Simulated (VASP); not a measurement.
Write the native input for VASP 6.6.1 that does the following.

* Task: relaxation of cell and atoms
* Functional: r2SCAN
* Potentials or basis: VASP PAW PBE potentials, release 64 (Mo_sv, S)
* Cutoff: 600 eV
* k mesh: 12 × 12 × 3
* Occupations: gaussian, width 0.03 eV
* Spin: no spin polarisation
* Target pressure: 9.6 GPa
* Further INCAR settings: ALGO = Normal; EDIFF = 1e-06; IBRION = 2; EDIFFG = -0.01; NSW = 90; ISIF = 3
* Target pressure: 9.6 GPa

The structure of MoS2 lies in POSCAR:

```
MoS2
1.0
    3.1690000000      0.0000000000      0.0000000000
   -1.5845000000      2.7444345046      0.0000000000
    0.0000000000      0.0000000000     12.3240000000
Mo S
2 4
Direct
    0.3333333333      0.6666666667      0.2500000000
    0.6666666667      0.3333333333      0.7500000000
    0.3333333333      0.6666666667      0.6230000000
    0.6666666667      0.3333333333      0.1230000000
    0.3333333333      0.6666666667      0.8770000000
    0.6666666667      0.3333333333      0.3770000000
```

One way to write it, as run:

INCAR

```
ALGO = Normal
EDIFF = 1E-6
EDIFFG = -0.01
ENCUT = 600
IBRION = 2
ISIF = 3
ISMEAR = 0
KPAR = 2
LASPH = True
LCHARG = False
LMIXTAU = True
LREAL = False
LWAVE = False
METAGGA = R2SCAN
NELM = 80
NSW = 90
PREC = Accurate
PSTRESS = 96.0
SIGMA = 0.03
```

KPOINTS

```
k-points
0
Gamma
  12 12 3
```

Potentials or basis: VASP PAW PBE potentials, release 64 (Mo_sv, S).

Launch:

```console
$ cat potpaw_PBE.64/Mo_sv/POTCAR potpaw_PBE.64/S/POTCAR > POTCAR
$ mpirun -np 2 vasp_std > vasp.out
```

It gave:

The relaxed volume is 16.20 Å³/atom and the relaxed cell is a = 3.114 Å, b = 3.114 Å, c = 11.575 Å, α = 90.00°, β = 90.00°, γ = 120.00°. The space group after relaxing (to 0.05 Å) is P6_3/mmc (No. 194), the energy change on relaxing (the enthalpy is what falls) is +53.5 meV/atom and the ionic steps are 13. The pressure after relaxing is 9.6 GPa and the band gap on the k mesh is 0.63 eV, indirect (least direct gap 1.88 eV).

Caveat: the cell is relaxed towards a set pressure, so the enthalpy falls and the energy may rise; the PAW data sets were made with another functional, which shifts forces and pressure a little; an odd mesh through Γ misses points on the zone boundary, where band edges often lie.

Wall time 43 min on 2 MPI ranks on AMD EPYC 9R45 (Zen 5), with other jobs on the host, peak memory 0.35 GiB a rank.
